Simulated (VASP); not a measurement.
Calculation: r2SCAN meta-GGA, VASP's PBE PAW potentials (set 64) (plane waves; VASP 6.6.1).

VASP input:

**KPOINTS**
```
Automatic mesh
0
Gamma
7 5 1
0 0 0
```

**INCAR**
```
SYSTEM  =  MgO(110) slab
PREC  =  Normal; ENCUT  =  450; LREAL  =  F
LASPH  =  T
EDIFF  =  1E-5; NELM  =  100; NELMIN  =  4
ALGO  =  Normal; LMIXTAU  =  T
ISMEAR  =  0; SIGMA  =  0.05
METAGGA  =  R2SCAN
IBRION  =  2; NSW  =  50; ISIF  =  2
EDIFFG  =  -0.03
LWAVE  =  T; LCHARG  =  F
DIPOL  =  0.5 0.5 0.5
LDIPOL  =  T; IDIPOL  =  3
```

### POSCAR
```
MgO(110) slab
1
    2.9660702480    -0.0000000000    -0.0000000000
   -0.0000000000     4.1946561359     0.0000000000
    0.0000000000     0.0000000000    26.8096096498
Mg O
8 8
Direct
  0.0000000000   0.0000000000   0.3063890000
  0.5000000000   0.5000000000   0.3617070000
  0.0000000000   0.0000000000   0.4170240000
  0.5000000000   0.5000000000   0.4723410000
  0.0000000000   0.0000000000   0.5276590000
  0.5000000000   0.5000000000   0.5829760000
  0.0000000000   0.0000000000   0.6382930000
  0.5000000000   0.5000000000   0.6936110000
  0.5000000000   0.0000000000   0.3617070000
  0.0000000000   0.5000000000   0.3063890000
  0.5000000000   0.0000000000   0.4723410000
  0.0000000000   0.5000000000   0.4170240000
  0.5000000000   0.0000000000   0.5829760000
  0.0000000000   0.5000000000   0.5276590000
  0.5000000000   0.0000000000   0.6936110000
  0.0000000000   0.5000000000   0.6382930000
```

POTCAR, in this order: Mg O (PBE.64 set). Program: vasp_std.

Problem. Estimate the energy per atom (σ→0), band gap (on the k-mesh).

Solution. 
| Property | Result |
|---|---|
| energy per atom (σ→0) | -7.839 eV/atom |
| band gap (on the k-mesh) | 2.71 eV |

**OSZICAR**
```
...
DAV:   3    -0.125431665094E+03   -0.10413E-04   -0.45151E-05   942   0.523E-02    0.116E-02
DAV:   4    -0.125431651732E+03    0.13362E-04   -0.36839E-05   924   0.467E-02    0.529E-03
DAV:   5    -0.125431575056E+03    0.76676E-04   -0.24889E-05   797   0.492E-02    0.428E-03
DAV:   6    -0.125431662785E+03   -0.87729E-04   -0.28119E-05   882   0.418E-02    0.408E-03
DAV:   7    -0.125431688008E+03   -0.25223E-04   -0.74293E-06   648   0.232E-02    0.335E-03
DAV:   8    -0.125431637526E+03    0.50482E-04   -0.67827E-06   664   0.236E-02    0.302E-03
DAV:   9    -0.125431637123E+03    0.40278E-06   -0.12923E-06   652   0.940E-03
  12 F= -.12543164E+03 E0= -.12543164E+03  d E =-.151480E-03
```

The cell is a thin slab with vacuum, built from MgO (rock salt): (110) face.
